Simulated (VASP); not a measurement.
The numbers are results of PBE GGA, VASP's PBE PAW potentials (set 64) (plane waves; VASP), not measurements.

A VASP calculation is set up with these files.

### INCAR
```
ALGO=Normal
EDIFF=1E-6
EDIFFG=-0.02
ENCUT=620
GGA=PE
IBRION=2
ISIF=3
ISMEAR=1
LASPH=T
LCHARG=F
LMAXMIX=6
LREAL=F
LWAVE=F
NELM=100
NSW=40
PREC=Accurate
SIGMA=0.1
SYSTEM=LaB6
```

POSCAR:
```
LaB6
1
    4.1552990501    -0.0000000000    -0.0000000000
    0.0000000000     4.1552990501    -0.0000000000
    0.0000000000     0.0000000000     4.1552990501
La B
1 6
Direct
  1.0000000000   0.0000000000   0.0000000000
  0.8003585305   0.5000000000   0.5000000000
  0.5000000000   0.1996414695   0.5000000000
  0.5000000000   0.8003585305   0.5000000000
  0.1996414695   0.5000000000   0.5000000000
  0.5000000000   0.5000000000   0.8003585305
  0.5000000000   0.5000000000   0.1996414695
```

KPOINTS:
```
K-points
0
Gamma
  8 8 8
0 0 0
```

POTCAR, in this order: La B (PBE.64 set). Program: vasp_std.

Output of the run:

OSZICAR:
```
       N       E                     dE             d eps       ncg     rms          rms(c)
DAV:   1     0.247371619555E+03    0.24737E+03   -0.12701E+04  1260   0.235E+03
DAV:   2     0.534648645906E+01   -0.24203E+03   -0.23011E+03  1614   0.341E+02
DAV:   3    -0.506261736530E+02   -0.55973E+02   -0.49964E+02  2000   0.180E+02
DAV:   4    -0.533993727203E+02   -0.27732E+01   -0.27564E+01  2218   0.476E+01
DAV:   5    -0.534984283527E+02   -0.99056E-01   -0.98824E-01  2032   0.681E+00    0.910E+00
DAV:   6    -0.493998178391E+02    0.40986E+01   -0.10919E+01  1880   0.209E+01    0.461E+00
DAV:   7    -0.490987085778E+02    0.30111E+00   -0.42834E+00  2200   0.129E+01    0.191E+00
DAV:   8    -0.491910381306E+02   -0.92330E-01   -0.22112E+00  2200   0.150E+01    0.136E+00
DAV:   9    -0.490796680377E+02    0.11137E+00   -0.29718E-01  2102   0.489E+00    0.667E-01
DAV:  10    -0.490606667668E+02    0.19001E-01   -0.22927E-01  2184   0.424E+00    0.138E-01
DAV:  11    -0.490607974388E+02   -0.13067E-03   -0.89925E-03  2000   0.870E-01    0.988E-02
DAV:  12    -0.490605851195E+02    0.21232E-03   -0.84729E-04  2348   0.273E-01    0.552E-02
DAV:  13    -0.490604403426E+02    0.14478E-03   -0.12258E-03  2182   0.330E-01    0.619E-03
DAV:  14    -0.490604435187E+02   -0.31760E-05   -0.46459E-05  1936   0.639E-02    0.355E-03
DAV:  15    -0.490604433551E+02    0.16357E-06   -0.19720E-06  1414   0.132E-02
   1 F= -.49060443E+02 E0= -.49060677E+02  d E =-.490604E+02
       N       E                     dE             d eps       ncg     rms          rms(c)
DAV:   1    -0.490605943877E+02   -0.15087E-03   -0.38945E-02  1800   0.163E+00    0.109E-01
DAV:   2    -0.490602686787E+02    0.32571E-03   -0.23057E-03  2114   0.614E-01    0.452E-02
DAV:   3    -0.490602127899E+02    0.55889E-04   -0.22459E-04  2048   0.135E-01    0.139E-02
DAV:   4    -0.490602091575E+02    0.36324E-05   -0.48792E-05  1976   0.594E-02    0.495E-03
DAV:   5    -0.490602095122E+02   -0.35475E-06   -0.67457E-06  2094   0.244E-02
   2 F= -.49060210E+02 E0= -.49060471E+02  d E =0.233843E-03
       N       E                     dE             d eps       ncg     rms          rms(c)
DAV:   1    -0.490607115741E+02   -0.50242E-03   -0.16006E-02  1772   0.104E+00    0.701E-02
DAV:   2    -0.490605754396E+02    0.13613E-03   -0.98019E-04  2148   0.401E-01    0.286E-02
DAV:   3    -0.490605509707E+02    0.24469E-04   -0.85940E-05  2048   0.826E-02    0.893E-03
DAV:   4    -0.490605473569E+02    0.36138E-05   -0.18750E-05  1988   0.353E-02    0.290E-03
DAV:   5    -0.490605469271E+02    0.42973E-06   -0.18436E-06  1632   0.144E-02
   3 F= -.49060547E+02 E0= -.49060792E+02  d E =-.103572E-03
```

File OUTCAR:
```
------------------------ aborting loop because EDIFF is reached ----------------------------------------
  FORCE on cell =-STRESS in cart. coord.  units (eV):
  Direction    XX          YY          ZZ          XY          YZ          ZX
  --------------------------------------------------------------------------------------
  Total       -0.0269727     -0.0269727     -0.0269727     -0.0000000      0.0000000     -0.0000000
  in kB       -0.6027450     -0.6027450     -0.6027450     -0.0000000      0.0000000     -0.0000000
  external PRESSURE =      -0.6027450 kB  Pullay stress =       0.0000000 kB
  volume of cell :       71.70
      direct lattice vectors                 reciprocal lattice vectors
     4.154322962  0.000000000 -0.000000000     0.240713110 -0.000000000 -0.000000000
     0.000000000  4.154322962 -0.000000000    -0.000000000  0.240713110 -0.000000000
     0.000000000  0.000000000  4.154322962     0.000000000  0.000000000  0.240713110
 POSITION                                       TOTAL-FORCE (eV/Angst)
 -----------------------------------------------------------------------------------
      0.00000      0.00000      0.00000         0.000000      0.000000      0.000000
      3.32432      2.07716      2.07716         0.005694      0.000000     -0.000000
      2.07716      0.83000      2.07716        -0.000000     -0.005694      0.000000
      2.07716      3.32432      2.07716         0.000000      0.005694     -0.000000
      0.83000      2.07716      2.07716        -0.005694     -0.000000      0.000000
      2.07716      2.07716      3.32432         0.000000      0.000000      0.005694
      2.07716      2.07716      0.83000        -0.000000     -0.000000     -0.005694
 -----------------------------------------------------------------------------------
    total drift:                                0.000000      0.000000      0.000000
  FREE ENERGIE OF THE ION-ELECTRON SYSTEM (eV)
  ---------------------------------------------------
  free  energy   TOTEN  =       -49.0605469271 eV

  energy  without entropy=      -49.0612820529  energy(sigma->0) =      -49.06079197

 reached required accuracy - stopping structural energy minimisation
```
(Selected blocks of OUTCAR.)

**CONTCAR**
```
LaB6
   1.00000000000000
     4.1543229616116228    0.0000000000000000   -0.0000000000000000
     0.0000000000000000    4.1543229616116228   -0.0000000000000000
     0.0000000000000000    0.0000000000000000    4.1543229616116228
  La              B
     1     6
Direct
     0.0000000000000000    0.0000000000000000    0.0000000000000000
     0.8002078771817841    0.5000000000000000    0.5000000000000000
     0.5000000000000000    0.1997921228182159    0.5000000000000000
     0.5000000000000000    0.8002078771817841    0.5000000000000000
     0.1997921228182159    0.5000000000000000    0.5000000000000000
     0.5000000000000000    0.5000000000000000    0.8002078771817841
     0.5000000000000000    0.5000000000000000    0.1997921228182159
```

The compound is LaB6 in the cab6 structure. This run relaxes it. Symmetry was kept, so distortions that lower it aren't found. The electron count is odd and the run is not spin-polarised, which forces a metal.
